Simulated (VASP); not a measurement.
Band gaps of BeTe (space group F-43m) from VASP (PAW), without and with spin-orbit coupling. Semilocal levels are at their own relaxed cell, hybrids and mBJ at PBE's; 0.00 means no gap at that level. Unless said otherwise, spin-orbit coupling is left out, though it shifts the bands of the heavy elements here.

The cell of the SCAN run:

```yaml
crystal:
  lattice:
    - [0.00000, 2.82053, 2.82053]
    - [2.82053, 0.00000, 2.82053]
    - [2.82053, 2.82053, 0.00000]
  atoms:
    - { symbol: Be, position: [0.00000, 0.00000, 0.00000] }
    - { symbol: Te, position: [0.25000, 0.25000, 0.25000] }
```

```tsv
level	gap without SOC (eV)	gap with SOC (eV)	shift (eV)
SCAN	2.25	…	…
```

Problem. What belongs in the gaps?

Solution. 
- SCAN, gap with SOC (eV): 1.96
- SCAN, shift (eV): -0.29

Only levels that ran to the end are used. Left out are those held back, those with too coarse a band path, GW runs whose mesh misses a band edge, hybrids' fits of cells that aren't cubic and levels without matching references; a question may draw on a part of the rest.

The structure comes from a measured BeTe entry (F-43m) of the Crystallography Open Database, whose conditions weren't checked. It was relaxed first, which changed the volume by +6 %. Symmetry was kept, so distortions that lower it aren't found.
